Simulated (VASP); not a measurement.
Output of a VASP run:

OUTCAR:
```
 ion  position               nearest neighbor table
   1  0.000  0.000  0.260-   5 2.41   5 2.41   5 2.41   4 2.53   4 2.53   4 2.53
   2  0.000  0.000  0.740-   6 2.41   6 2.41   6 2.41   3 2.53   3 2.53   3 2.53
   3  0.667  0.333  0.866-   2 2.53   2 2.53   2 2.53
   4  0.333  0.667  0.134-   1 2.53   1 2.53   1 2.53
   5  0.333  0.667  0.373-   1 2.41   1 2.41   1 2.41
   6  0.667  0.333  0.627-   2 2.41   2 2.41   2 2.41
  LATTYP: Found a hexagonal cell.
 ALAT       =     3.2509708996
 C/A-ratio  =     4.1199988919
 Subroutine PRICEL returns:
 Original cell was already a primitive cell.
 Subroutine GETGRP returns: Found 12 space group operations
The static configuration has the point symmetry D_3d.
The dynamic configuration has the point symmetry D_3d.
 Subroutine INISYM returns: Found 12 space group operations
 Subroutine IBZKPT returns following result:
 Found     24 irreducible k-points:

 Following reciprocal coordinates:
            Coordinates               Weight
  0.000000  0.000000  0.000000      1.000000
  0.111111  0.000000  0.000000      6.000000
  0.222222 -0.000000  0.000000      6.000000
  0.333333 -0.000000  0.000000      6.000000
  0.444444 -0.000000  0.000000      6.000000
  0.111111  0.111111  0.000000      6.000000
  0.222222  0.111111  0.000000     12.000000
  0.333333  0.111111  0.000000     12.000000
  0.444444  0.111111  0.000000      6.000000
  0.222222  0.222222  0.000000      6.000000
  0.333333  0.222222  0.000000     12.000000
  0.333333  0.333333  0.000000      2.000000
  0.000000  0.000000  0.500000      1.000000
  0.111111  0.000000  0.500000      6.000000
  0.222222 -0.000000  0.500000      6.000000
  0.333333 -0.000000  0.500000      6.000000
  0.444444 -0.000000  0.500000      6.000000
  0.111111  0.111111  0.500000      6.000000
  0.222222  0.111111  0.500000     12.000000
  0.333333  0.111111  0.500000     12.000000
  0.444444  0.111111  0.500000      6.000000
  0.222222  0.222222  0.500000      6.000000
  0.333333  0.222222  0.500000     12.000000
  0.333333  0.333333  0.500000      2.000000
   k-points           NKPTS =     24   k-points in BZ     NKDIM =     24   number of bands    NBANDS=     31
   number of dos      NEDOS =    601   number of ions     NIONS =      6
   total plane-waves  NPLWV =  51840
   dimension x,y,z NGX =    24 NGY =   24 NGZ =   90
   dimension x,y,z NGXF=    48 NGYF=   48 NGZF=  180
   ions per type =               2   2   2
   PREC   = accura    normal or accurate (medium, high low for compatibility)
   ISTART =      0    job   : 0-new  1-cont  2-samecut
   ICHARG =      2    charge: 1-file 2-atom 10-const
   ISPIN  =      1    spin polarized calculation?
   LNONCOLLINEAR =      F non collinear calculations
   LSORBIT =      F    spin-orbit coupling
   INIWAV =      1    electr: 0-lowe 1-rand  2-diag
   ENCUT  =  400.0 eV  29.40 Ry    5.42 a.u.   5.30  5.30 21.84*2*pi/ulx,y,z
   NELM   =    100;   NELMIN=  2; NELMDL= -5     # of ELM steps
   EDIFF  = 0.1E-06   stopping-criterion for ELM
   LREAL  =      F    real-space projection
   NLSPLINE    = F    spline interpolate recip. space projectors
   LMAXMIX     =    4 max onsite mixed and CHGCAR
   VOSKOWN=      0    Vosko Wilk Nusair interpolation
   EDIFFG = 0.1E-05   stopping-criterion for IOM
   NSW    =      0    number of steps for IOM
   NBLOCK =      1;   KBLOCK =      1    inner block; outer block
   IBRION =     -1    ionic relax: 0-MD 1-quasi-New 2-CG
   NFREE  =      0    steps in history (QN), initial steepest desc. (CG)
   ISIF   =      2    stress and relaxation
   ISYM   =      2    0-nonsym 1-usesym 2-fastsym
   TEIN   =    0.0    initial temperature
   TEBEG  =    0.0;   TEEND  =   0.0 temperature during run
   SMASS  =  -3.00    Nose mass-parameter (am)
   PSTRESS=    0.0 pullay stress
   NELECT =      52.0000    total number of electrons
   EFERMI =   0.00;   METHOD = LEGACY
   ISMEAR =    -5;   SIGMA  =   0.20  broadening in eV -4-tet -1-fermi 0-gaus
   IALGO  =     38    algorithm
...
```

OSZICAR:
```
       N       E                     dE             d eps       ncg     rms          rms(c)
DAV:   1     0.311627119000E+03    0.31163E+03   -0.26484E+04  1752   0.131E+03
DAV:   2    -0.985343907449E+02   -0.41016E+03   -0.40173E+03  1889   0.357E+02
DAV:   3    -0.119904744717E+03   -0.21370E+02   -0.21229E+02  1899   0.709E+01
DAV:   4    -0.120388846313E+03   -0.48410E+00   -0.48232E+00  1838   0.107E+01
DAV:   5    -0.120402437551E+03   -0.13591E-01   -0.13583E-01  1905   0.162E+00    0.334E+01
DAV:   6    -0.110909236011E+03    0.94932E+01   -0.21764E+01  1692   0.308E+01    0.104E+01
DAV:   7    -0.106516698906E+03    0.43925E+01   -0.72707E+00  1669   0.135E+01    0.597E+00
DAV:   8    -0.104497236069E+03    0.20195E+01   -0.19815E+00  1871   0.809E+00    0.331E+00
DAV:   9    -0.103430708138E+03    0.10665E+01   -0.21295E-01  1811   0.317E+00    0.152E+00
DAV:  10    -0.102461890994E+03    0.96882E+00   -0.29443E-01  1940   0.382E+00    0.415E-01
DAV:  11    -0.102154071670E+03    0.30782E+00   -0.31376E-02  1768   0.114E+00    0.445E-01
DAV:  12    -0.102049638948E+03    0.10443E+00   -0.47194E-02  1614   0.149E+00    0.305E-01
DAV:  13    -0.101640860584E+03    0.40878E+00   -0.16444E-01  1635   0.239E+00    0.187E-01
DAV:  14    -0.101648589844E+03   -0.77293E-02   -0.21054E-03  1954   0.222E-01    0.224E-01
DAV:  15    -0.101643440244E+03    0.51496E-02   -0.23307E-03  1677   0.356E-01    0.208E-01
DAV:  16    -0.101747883213E+03   -0.10444E+00   -0.11116E-01  1565   0.221E+00    0.656E-01
DAV:  17    -0.101776161820E+03   -0.28279E-01   -0.99339E-02  1672   0.168E+00    0.966E-01
DAV:  18    -0.101907496136E+03   -0.13133E+00   -0.64395E-02  1544   0.160E+00    0.115E+00
DAV:  19    -0.101898555411E+03    0.89407E-02   -0.11482E-02  1733   0.516E-01    0.671E-01
DAV:  20    -0.101899433355E+03   -0.87794E-03   -0.26891E-03  1900   0.266E-01    0.712E-01
DAV:  21    -0.101903217291E+03   -0.37839E-02   -0.15854E-02  1803   0.609E-01    0.122E-01
DAV:  22    -0.101904785911E+03   -0.15686E-02   -0.41732E-03  1628   0.427E-01    0.177E-01
DAV:  23    -0.101905382194E+03   -0.59628E-03   -0.38168E-04  1754   0.142E-01    0.200E-01
DAV:  24    -0.101905339673E+03    0.42521E-04   -0.36580E-04  1793   0.891E-02    0.220E-01
DAV:  25    -0.101905471105E+03   -0.13143E-03   -0.27160E-04  1672   0.954E-02    0.136E-01
DAV:  26    -0.101905418606E+03    0.52499E-04   -0.79828E-05  1769   0.502E-02    0.888E-02
DAV:  27    -0.101905482965E+03   -0.64358E-04   -0.15587E-04  1737   0.658E-02    0.144E-02
DAV:  28    -0.101905479107E+03    0.38573E-05   -0.14890E-05  1782   0.225E-02    0.113E-02
DAV:  29    -0.101905481504E+03   -0.23965E-05   -0.59278E-06  1698   0.139E-02    0.741E-03
DAV:  30    -0.101905478494E+03    0.30099E-05   -0.21051E-06  1548   0.965E-03    0.694E-03
DAV:  31    -0.101905482287E+03   -0.37931E-05   -0.20858E-06  1513   0.977E-03    0.428E-03
DAV:  32    -0.101905481282E+03    0.10056E-05   -0.72806E-07  1597   0.448E-03    0.205E-03
DAV:  33    -0.101905481839E+03   -0.55756E-06   -0.42604E-07  1564   0.308E-03    0.100E-03
DAV:  34    -0.101905481788E+03    0.51034E-07   -0.58576E-08  1059   0.124E-03
   1 F= -.10190548E+03 E0= -.10190548E+03  d E =0.000000E+00
       N       E                     dE             ncg
       N       E                     dE             ncg
       N       E                     dE             ncg
```

### OUTCAR
```
------------------------ aborting loop because EDIFF is reached ----------------------------------------
  FORCE on cell =-STRESS in cart. coord.  units (eV):
  Direction    XX          YY          ZZ          XY          YZ          ZX
  --------------------------------------------------------------------------------------
  Total        0.0166359      0.0166359      0.0234454      0.0000000     -0.0000000      0.0000000
  in kB        0.2174155      0.2174155      0.3064086      0.0000000     -0.0000000      0.0000000
  external PRESSURE =       0.2470799 kB  Pullay stress =       0.0000000 kB
  volume of cell :      122.59
      direct lattice vectors                 reciprocal lattice vectors
     3.250970900  0.000000000  0.000000000     0.307600416  0.177593201  0.000000000
    -1.625485450  2.815423101  0.000000000     0.000000000  0.355186402  0.000000000
     0.000000000  0.000000000 13.393996504     0.000000000  0.000000000  0.074660315
 POSITION                                       TOTAL-FORCE (eV/Angst)
 -----------------------------------------------------------------------------------
      0.00000      0.00000      3.48057        -0.000000      0.000000     -0.005190
      0.00000      0.00000      9.91343         0.000000     -0.000000      0.005190
      1.62549      0.93847     11.60298        -0.000000      0.000000     -0.006368
     -0.00000      1.87695      1.79102         0.000000      0.000000      0.006368
     -0.00000      1.87695      4.99839        -0.000000      0.000000      0.019996
      1.62549      0.93847      8.39560         0.000000     -0.000000     -0.019996
 -----------------------------------------------------------------------------------
    total drift:                                0.000000     -0.000000      0.000000
  FREE ENERGIE OF THE ION-ELECTRON SYSTEM (eV)
  ---------------------------------------------------
  free  energy   TOTEN  =      -101.9054817881 eV

  energy  without entropy=     -101.9054817881  energy(sigma->0) =     -101.90548179

 total charge

# of ion       s       p       d       tot
------------------------------------------
    1        2.274   6.202   3.898  12.373
    2        2.274   6.202   3.898  12.373
    3        1.480   2.383   0.065   3.928
    4        1.480   2.383   0.065   3.928
    5        1.352   2.360   0.000   3.712
    6        1.352   2.360   0.000   3.712
--------------------------------------------------
tot         10.210  21.890   7.925  40.025

 Electric field gradients after diagonalization (V/A^2)
 (convention: |V_zz| > |V_xx| > |V_yy|)
----------------------------------------------------------------------
 ion       V_xx      V_yy      V_zz     asymmetry (V_yy - V_xx)/ V_zz
----------------------------------------------------------------------
   1      37.935    37.932   -75.866       0.000
   2      37.935    37.932   -75.866       0.000
   3      53.870    53.869  -107.739       0.000
   4      53.870    53.869  -107.739       0.000
   5      28.315    28.314   -56.629       0.000
   6      28.315    28.314   -56.629       0.000
```
(Selected blocks of OUTCAR.)

**POSCAR**
```
MoSeS
1
    3.2509708996    -0.0000000000    -0.0000000000
   -1.6254854497     2.8154231006     0.0000000000
    0.0000000000     0.0000000000    13.3939965041
Mo Se S
2 2 2
Direct
  0.0000000000   0.0000000000   0.2598601000
  0.0000000000   0.0000000000   0.7401399000
  0.6666670000   0.3333330000   0.8662821429
  0.3333330000   0.6666670000   0.1337178571
  0.3333330000   0.6666670000   0.3731815223
  0.6666670000   0.3333330000   0.6268184777
```

Task: Write an INCAR and KPOINTS that could have produced this output.

Result: One answer among several that fit: the input of the run itself, r2SCAN meta-GGA, plane waves, VASP's PBE PAW potentials (set 64).

### KPOINTS_OPT
```
k-points along high-symmetry lines
6
Line-mode
Reciprocal
  0.000000   0.000000   0.000000 ! GAMMA
  0.500000   0.000000   0.000000 ! M

  0.500000   0.000000   0.000000 ! M
  0.333333   0.333333   0.000000 ! K

  0.333333   0.333333   0.000000 ! K
  0.000000   0.000000   0.000000 ! GAMMA

  0.000000   0.000000   0.000000 ! GAMMA
  0.000000   0.000000   0.500000 ! A

  0.000000   0.000000   0.500000 ! A
  0.500000   0.000000   0.500000 ! L

  0.500000   0.000000   0.500000 ! L
  0.333333   0.333333   0.500000 ! H

  0.333333   0.333333   0.500000 ! H
  0.000000   0.000000   0.500000 ! A

  0.500000   0.000000   0.500000 ! L
  0.500000   0.000000   0.000000 ! M

  0.333333   0.333333   0.500000 ! H
  0.333333   0.333333   0.000000 ! K
```

File KPOINTS:
```
K-points
0
gamma
  9 9 2
```

INCAR:
```
SYSTEM = MoSeS
PREC = Accurate
ENCUT = 400
EDIFF = 1E-7
NELM = 100
ALGO = Normal
LREAL = .FALSE.
LASPH = .TRUE.
ISMEAR = -5
METAGGA = R2SCAN
LMIXTAU = .TRUE.
LMAXMIX = 4
LWAVE = .FALSE.
LCHARG = .FALSE.
LORBIT = 11
NEDOS = 601
ISIF = 2
LEFG = .TRUE.
```

POTCAR, in this order: Mo_sv Se S (PBE.64 set). Program: vasp_std.

The structure comes from a computed database's MoSeS entry (P-3m1); how it stands against other phases isn't given here. It was relaxed first.
